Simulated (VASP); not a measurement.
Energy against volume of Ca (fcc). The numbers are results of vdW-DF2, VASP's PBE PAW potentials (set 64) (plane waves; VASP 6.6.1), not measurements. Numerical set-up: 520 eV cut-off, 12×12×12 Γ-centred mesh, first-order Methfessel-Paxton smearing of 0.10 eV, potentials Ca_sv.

```
V (Å³/atom)  E (eV/atom)
-----------  -----------
40.161           0.65649
41.403           0.65463
42.645           0.65661
43.888           0.66199
```

**Question.** Fit these four points and predict the energy of the run at 38.919 Å³/atom.

**Answer.** A cubic in V^(−2/3), the third-order Birch-Murnaghan form, passes through the four points with V0 = 41.36 Å³/atom and B0 = 17 GPa, and gives 0.6627 eV/atom there. The run gave 0.6627 eV/atom, -0.0 meV/atom from the fit; all five points give B0 = 17 GPa.

The compound is Ca in the fcc structure. It was relaxed first.
